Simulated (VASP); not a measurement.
# OsF (P6_3/mmc) in VASP: notebook

Runs on OsF. Level: PBE. Tasks: single point, relaxation of cell and atoms.

All numbers are computed with VASP 6.6.1; they aren't measurements. Logs are shortened: lines on timing, memory, paths and dates and some standing lists are left out, and cuts for length are marked.

## (1) The structure

It takes space group P6_3/mmc (No. 194, hexagonal). The conventional cell has a = 3.774 Å, b = 3.774 Å, c = 3.974 Å, α = 90.00°, β = 90.00°, γ = 120.00°. Around Os (site symmetry -6m2) lie 6 F at 2.39 Å. F (site symmetry -3m) is surrounded by 2 F at 1.99 Å.

The cell was built by a generator and needn't be a form met in nature.

## (2) Single point, PBE, collinear spin, typed start

INCAR

```
SYSTEM = OsF
ALGO     = Fast           ! electronic algorithm
EDIFF    = 1E-6           ! SCF threshold, eV
ENCUT    = 520            ! plane-wave cutoff, eV
GGA      = PE             ! functional
ISIF     = 2              ! what is computed and relaxed
ISMEAR   = 0              ! smearing method
ISPIN    = 2              ! spin polarisation
LASPH    = .TRUE.         ! aspherical terms in the spheres
LCHARG   = .FALSE.        ! write CHGCAR
LMAXMIX  = 4              ! l up to which the mixer works
LORBIT   = 11             ! projections on sites
LREAL    = .FALSE.        ! projectors in reciprocal space
LWAVE    = .FALSE.        ! write WAVECAR
MAGMOM   = 1 1 0 0        ! initial moments
NBANDS   = 27             ! bands
NELM     = 150            ! most SCF steps
PREC     = Accurate       ! precision mode
SIGMA    = 0.1            ! smearing width, eV
```

KPOINTS

```
k-points
0
G
  6 6 4
  0 0 0
```

POSCAR

```
OsF
1.0
    3.7737516480      0.0000000000      0.0000000000
   -1.8868758240      3.2681647947      0.0000000000
    0.0000000000      0.0000000000      3.9739360849
Os F
2 2
Direct
    0.3333333333      0.6666666667      0.7500000000
    0.6666666667      0.3333333333      0.2500000000
    0.0000000000      0.0000000000      0.0000000000
    0.0000000000      0.0000000000      0.5000000000
```

Potentials or basis: VASP PAW PBE potentials, release 64 (Os, F).

Run with:

```bash
$ cat potpaw_PBE.64/Os/POTCAR potpaw_PBE.64/F/POTCAR > POTCAR
$ mpirun -np 1 vasp_std > vasp.out
```

OUTCAR:

```text
SYSTEM = OsF
   EDIFF = 1E-6
   ENCUT = 520
   GGA = PE
   ISIF = 2
   ISMEAR = 0
   ISPIN = 2
   LASPH = .TRUE.
   LORBIT = 11
   LREAL = .FALSE.
   NELM = 150
   PREC = Accurate

 ion  position               nearest neighbor table
   1  0.333  0.667  0.750-   3 2.39   4 2.39   3 2.39   4 2.39   3 2.39   4 2.39   2 2.95   2 2.95
                             2 2.95   2 2.95   2 2.95   2 2.95
   2  0.667  0.333  0.250-   3 2.39   4 2.39   3 2.39   4 2.39   3 2.39   4 2.39   1 2.95   1 2.95
                             1 2.95   1 2.95   1 2.95   1 2.95
   3  0.000  0.000  0.000-   1 2.39   2 2.39   1 2.39   2 2.39   2 2.39   1 2.39
   4  0.000  0.000  0.500-   1 2.39   2 2.39   1 2.39   2 2.39   2 2.39   1 2.39

  LATTYP: Found a hexagonal cell.
 ALAT       =     3.7737516480
 C/A-ratio  =     1.0530465318

  Lattice vectors:

 A1 = (   3.7737516480,   0.0000000000,   0.0000000000)
 A2 = (  -1.8868758240,   3.2681647947,   0.0000000000)
 A3 = (   0.0000000000,   0.0000000000,   3.9739360849)

Analysis of symmetry for initial positions (statically):
=====================================================================
 Subroutine PRICEL returns:
 Original cell was already a primitive cell.

 Routine SETGRP: Setting up the symmetry group for a
 hexagonal supercell.

 Subroutine GETGRP returns: Found 24 space group operations
 (whereof 12 operations were pure point group operations)
 out of a pool of 24 trial point group operations.

The static configuration has the point symmetry D_3d.
 The point group associated with its full space group is D_6h.

Analysis of symmetry for dynamics (positions and initial velocities):
=====================================================================
 Subroutine PRICEL returns:
 Original cell was already a primitive cell.

 Routine SETGRP: Setting up the symmetry group for a
 hexagonal supercell.

 Subroutine GETGRP returns: Found 24 space group operations
 (whereof 12 operations were pure point group operations)
 out of a pool of 24 trial point group operations.

The dynamic configuration has the point symmetry D_3d.
 The point group associated with its full space group is D_6h.

Analysis of structural, dynamic, and magnetic symmetry:
=====================================================================
 Subroutine PRICEL returns:
 Original cell was already a primitive cell.

 Routine SETGRP: Setting up the symmetry group for a
 hexagonal supercell.

 Subroutine GETGRP returns: Found 24 space group operations
 (whereof 12 operations were pure point group operations)
 out of a pool of 24 trial point group operations.

The overall configuration has the point symmetry D_3d.
 The point group associated with its full space group is D_6h.

 Subroutine INISYM returns: Found 24 space group operations
 (whereof 12 operations are pure point group operations),
 and found     1 'primitive' translations

----------------------------------------------------------------------------------------

                                     Primitive cell

  volume of cell :      49.0115

  direct lattice vectors                    reciprocal lattice vectors
     3.773751648  0.000000000  0.000000000     0.264988291  0.152991061  0.000000000
    -1.886875824  3.268164795  0.000000000     0.000000000  0.305982122  0.000000000
     0.000000000  0.000000000  3.973936085     0.000000000  0.000000000  0.251639679

  length of vectors
     3.773751648  3.773751648  3.973936085     0.305982122  0.305982122  0.251639679

  position of ions in fractional coordinates (direct lattice)
     0.333333333  0.666666667  0.750000000
     0.666666667  0.333333333  0.250000000
     0.000000000  0.000000000  0.000000000
     0.000000000  0.000000000  0.500000000

  ion indices of the primitive-cell ions
   primitive index   ion index
                 1           1
                 2           2
                 3           3
                 4           4

----------------------------------------------------------------------------------------

 KPOINTS: k-points

Automatic generation of k-mesh.
 Grid dimensions read from file:
 generate k-points for:    6    6    4

 Generating k-lattice:

  Cartesian coordinates                     Fractional coordinates (reciprocal lattice)
     0.044164715  0.025498510  0.000000000     0.166666667  0.000000000  0.000000000
     0.000000000  0.050997020  0.000000000     0.000000000  0.166666667  0.000000000
     0.000000000  0.000000000  0.062909920     0.000000000  0.000000000  0.250000000

  Length of vectors
     0.050997020  0.050997020  0.062909920

  Shift w.r.t. Gamma in fractional coordinates (k-lattice)
     0.000000000  0.000000000  0.000000000

 Subroutine IBZKPT returns following result:
 ===========================================

 Found     21 irreducible k-points:

 Following reciprocal coordinates:
            Coordinates               Weight
  0.000000  0.000000  0.000000      1.000000
  0.166667  0.000000  0.000000      6.000000
  0.333333  0.000000  0.000000      6.000000
  0.500000  0.000000  0.000000      3.000000
  0.166667  0.166667  0.000000      6.000000
  0.333333  0.166667  0.000000     12.000000
[... 13 lines left out ...]
  0.333333  0.166667  0.500000     12.000000
  0.333333  0.333333  0.500000      2.000000
   k-points           NKPTS =     21   k-points in BZ     NKDIM =     21   number of bands    NBANDS=     27
   number of dos      NEDOS =    301   number of ions     NIONS =      4
   total plane-waves  NPLWV =  23520
   dimension x,y,z NGX =    28 NGY =   28 NGZ =   30
   dimension x,y,z NGXF=    56 NGYF=   56 NGZF=   60
   ions per type =               2   2
   NGX,Y,Z   is equivalent  to a cutoff of  12.33, 12.33, 12.55 a.u.
   NGXF,Y,Z  is equivalent  to a cutoff of  24.67, 24.67, 25.10 a.u.
 SYSTEM =  OsF
   PREC   = accura    normal or accurate (medium, high low for compatibility)
   ISTART =      0    job   : 0-new  1-cont  2-samecut
   ICHARG =      2    charge: 1-file 2-atom 10-const
   ISPIN  =      2    spin polarized calculation?
   LNONCOLLINEAR =      F non collinear calculations
   LSORBIT =      F    spin-orbit coupling
   LASPH  =      T    aspherical Exc in radial PAW
   ENCUT  =  520.0 eV  38.22 Ry    6.18 a.u.   7.02  7.02  7.39*2*pi/ulx,y,z
   NELM   =    150;   NELMIN=  2; NELMDL= -5     # of ELM steps
   EDIFF  = 0.1E-05   stopping-criterion for ELM
   LREAL  =      F    real-space projection
   EDIFFG = 0.1E-04   stopping-criterion for IOM
   NSW    =      0    number of steps for IOM
   IBRION =     -1    ionic relax: 0-MD 1-quasi-New 2-CG
   NFREE  =      0    steps in history (QN), initial steepest desc. (CG)
   ISIF   =      2    stress and relaxation
   ISYM   =      2    0-nonsym 1-usesym 2-fastsym
   POTIM  = 0.5000    time-step for ionic-motion
   TEBEG  =    0.0;   TEEND  =   0.0 temperature during run
   PSTRESS=    0.0 pullay stress
   NELECT =      30.0000    total number of electrons
   NUPDOWN=      -1.0000    fix difference up-down
   EMIN   =  10.00;   EMAX   =-10.00  energy-range for DOS
   EFERMI =   0.00;   METHOD = LEGACY
   ISMEAR =     0;   SIGMA  =   0.10  broadening in eV -4-tet -1-fermi 0-gaus
   EFERMI_NEDOS =   21; number of points for ismear=-14 and -15
   IALGO  =     68    algorithm
   IMIX   =      4    mixing-type and parameters
     AMIX     =   0.40;   BMIX     =  1.00
     AMIX_MAG =   1.60;   BMIX_MAG =  1.00
  volume/ion in A,a.u.               =      12.25        82.69
  Fermi-wavevector in a.u.,A,eV,Ry     =   1.390003  2.626726 26.287946  1.932110
  Thomas-Fermi vector in A             =   2.513980
   LORBIT       =     11    0 simple, 1 ext, 2 COOP (PROOUT), +10 PAW based schemes
   GGA     = PE    functional components
   LHFCALC =     F    Hartree Fock is set to
   AEXX    =    0.0000 exact exchange contribution
   IVDW    =     0    specifies the selected vdW correction
   LEPSILON=     F    determine dielectric tensor
   LRPA    =     F    only Hartree local field effects (RPA)
 spin polarized calculation
 RMM-DIIS sequential band-by-band and
 Gauss-broadening in eV      SIGMA  =   0.10
  energy-cutoff  :      520.00
  volume of cell :       49.01
 maximum number of plane-waves:      1332
 NGX is ok and might be reduce to    28
   NGX = 13   NGY = 13   NGZ = 15

 number of electron      30.0000011 magnetization       0.2816060

 number of electron      30.0000012 magnetization      -0.0002184

 Free energy of the ion-electron system (eV)
  ---------------------------------------------------
  ext. energy  EPLUGINS =         0.00000000
  ---------------------------------------------------
  free energy    TOTEN  =       -21.23479810 eV

  energy without entropy =      -21.22150933  energy(sigma->0) =      -21.22815371

 E-fermi :   6.0023     XC(G=0): -12.5655

 val. band max:        5.9966828639   @ k =   0.3333   0.3333   0.5000
 cond. band min:       6.0384579699   @ k =   0.3333   0.1667   0.0000
 fundamental gap:      0.0417751060
 Fermi energy:         6.0023379647

 spin component 1

 k-point     1 :       0.0000    0.0000    0.0000
  band No.  band energies     occupation
      1     -19.7796      1.00000
      2     -17.4012      1.00000
      3      -3.3324      1.00000
      4      -2.2025      1.00000
      5      -2.2025      1.00000
      6       0.0949      1.00000
[... 19 lines left out ...]
     26      24.5118      0.00000
     27      24.8763      0.00000

 k-point     2 :       0.1667    0.0000    0.0000
  band No.  band energies     occupation
      1     -19.7454      1.00000
      2     -17.4135      1.00000
      3      -3.2126      1.00000
      4      -2.6044      1.00000
      5      -2.0596      1.00000
      6      -0.1626      1.00000
[... 559 lines left out ...]
     26      22.8521      0.00000
     27      24.2393      0.00000

 k-point    21 :       0.3333    0.3333    0.5000
  band No.  band energies     occupation
      1     -18.6690      1.00000
      2     -18.6690      1.00000
      3      -1.9794      1.00000
      4      -1.9794      1.00000
      5      -0.7815      1.00000
      6      -0.7815      1.00000
[... 19 lines left out ...]
     26      22.7366      0.00000
     27      24.6495      0.00000
 Fermi energy:         6.0023379647

 spin component 2

 k-point     1 :       0.0000    0.0000    0.0000
  band No.  band energies     occupation
      1     -19.7798      1.00000
      2     -17.4013      1.00000
      3      -3.3326      1.00000
      4      -2.2026      1.00000
      5      -2.2026      1.00000
      6       0.0948      1.00000
[... 19 lines left out ...]
     26      24.5442      0.00000
     27      24.9006      0.00000

 k-point     2 :       0.1667    0.0000    0.0000
  band No.  band energies     occupation
      1     -19.7455      1.00000
      2     -17.4136      1.00000
      3      -3.2127      1.00000
      4      -2.6045      1.00000
      5      -2.0597      1.00000
      6      -0.1627      1.00000
[... 562 lines left out ...]
 k-point    21 :       0.3333    0.3333    0.5000
  band No.  band energies     occupation
      1     -18.6691      1.00000
      2     -18.6691      1.00000
      3      -1.9795      1.00000
      4      -1.9795      1.00000
      5      -0.7816      1.00000
      6      -0.7816      1.00000
[... 19 lines left out ...]
     26      22.7367      0.00000
     27      24.6496      0.00000

------------------------ aborting loop because EDIFF is reached ----------------------------------------

  FORCE on cell =-STRESS in cart. coord.  units (eV):
  Direction    XX          YY          ZZ          XY          YZ          ZX
  --------------------------------------------------------------------------------------
  -------------------------------------------------------------------------------------
  Total       -0.0958555     -0.0958555      0.1140347      0.0000000      0.0000000      0.0000000
  in kB       -3.1335000     -3.1335000      3.7277722      0.0000000      0.0000000      0.0000000
  external PRESSURE =      -0.8464092 kB  Pullay stress =       0.0000000 kB

 VOLUME and BASIS-vectors are now :
 -----------------------------------------------------------------------------
  energy-cutoff  :      520.00
  volume of cell :       49.01
      direct lattice vectors                 reciprocal lattice vectors
     3.773751648  0.000000000  0.000000000     0.264988291  0.152991061  0.000000000
    -1.886875824  3.268164795  0.000000000     0.000000000  0.305982122  0.000000000
     0.000000000  0.000000000  3.973936085     0.000000000  0.000000000  0.251639679

 POSITION                                       TOTAL-FORCE (eV/Angst)
 -----------------------------------------------------------------------------------
     -0.00000      2.17878      2.98045         0.000000     -0.000000      0.000000
      1.88688      1.08939      0.99348        -0.000000      0.000000      0.000000
      0.00000      0.00000      0.00000        -0.000000      0.000000      0.000000
      0.00000      0.00000      1.98697        -0.000000      0.000000      0.000000
 -----------------------------------------------------------------------------------
    total drift:                               -0.000000      0.000000      0.000000

  FREE ENERGIE OF THE ION-ELECTRON SYSTEM (eV)
  ---------------------------------------------------
  free  energy   TOTEN  =       -21.2347980977 eV

  energy  without entropy=      -21.2215093263  energy(sigma->0) =      -21.22815371

 total charge

# of ion       s       p       d       tot
------------------------------------------
    1        0.468   0.331   5.770   6.569
    2        0.468   0.331   5.770   6.569
    3        1.780   4.279   0.000   6.059
    4        1.780   4.279   0.000   6.059
--------------------------------------------------
tot          4.496   9.220  11.541  25.257

 magnetization (x)

# of ion       s       p       d       tot
------------------------------------------
    1       -0.000   0.000  -0.000  -0.000
    2       -0.000   0.000  -0.000  -0.000
    3       -0.000  -0.000   0.000  -0.000
    4       -0.000  -0.000   0.000  -0.000
--------------------------------------------------
tot         -0.000  -0.000  -0.000  -0.000
```

It took 27 s on 1 thread of Intel Xeon 6975P-C (Granite Rapids), shared host; peak memory 0.2 GiB.

What came out:

```yaml
Free_energy: -21.2348 eV
Pressure: -0.1 GPa
Band_gap_on_the_k_mesh: none (metal or under the smearing width)
Net_moment: 0.00 μB per cell
Valence_electrons_inside_the_program's_atomic_spheres: Os 6.57; F 6.06
```

Caveat: the k mesh is coarse (spacing up to 0.40 Å⁻¹), so the values aren't converged.

[end of part 1 of 2]
